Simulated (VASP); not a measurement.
Consider the following.

```
CELL_PARAMETERS angstrom
     -2.79334     3.10635     5.47328
      2.79334    -3.10635     5.47328
      2.79334     3.10635    -5.47328
ATOMIC_POSITIONS crystal
  Si 0.00000 0.75000 0.75000
  Si 0.00000 0.25000 0.25000
  S  0.70933 0.89445 0.81488
  S  0.07957 0.39445 0.68512
  S  0.92043 0.60555 0.31488
  S  0.29067 0.10555 0.18512
```

Method: PBE GGA, VASP's PBE PAW potentials (set 64) (plane waves; VASP). Settings: 400 eV cut-off, Gaussian smearing of 0.050 eV, potentials Si S.

Without a dispersion term in the relaxation, distances and binding between the weakly bound layers, chains or molecules are unreliable, and so is what depends on them.

Q: Give the energies of bands 6 to 19 at the high-symmetry points, in eV from the valence-band maximum.

A: 
```tsv
band	Γ	X	F0	Λ0	R	W	S	T
6	-5.63	-5.39	-5.38	-5.65	-6.03	-6.02	-6.00	-5.44
7	-4.56	-4.39	-4.50	-4.18	-4.37	-4.38	-4.31	-4.54
8	-3.65	-3.51	-3.54	-4.15	-4.37	-4.38	-4.31	-3.62
9	-3.55	-3.49	-3.53	-4.12	-3.48	-3.49	-3.54	-3.52
10	-2.50	-2.36	-2.42	-2.68	-3.48	-3.49	-3.54	-2.55
11	-2.48	-2.29	-2.38	-1.93	-1.80	-1.77	-1.79	-2.35
12	-1.66	-1.76	-1.78	-1.85	-1.80	-1.77	-1.79	-1.74
13	-1.65	-1.76	-1.76	-1.36	-0.79	-0.79	-1.00	-1.71
14	-1.04	-1.68	-1.53	-0.94	-0.79	-0.79	-1.00	-1.38
15	-1.01	-1.28	-1.17	-0.87	-0.74	-0.76	-0.68	-1.14
16	-0.15	-0.09	-0.01	-0.58	-0.74	-0.76	-0.68	0.00
17	3.93	3.34	3.67	3.08	3.42	3.43	3.41	3.94
18	4.03	4.37	4.32	3.80	3.42	3.43	3.41	4.64
19	4.13	4.81	4.94	4.58	4.75	4.69	4.89	4.75
```

The gap is indirect, 3.08 eV, from the valence maximum at Σ0-Γ at 0.14 to the conduction minimum at G0-X at 0.14.

The compound is SiS2 in the sg72 structure. It was relaxed first, which changed the volume by +27 %.
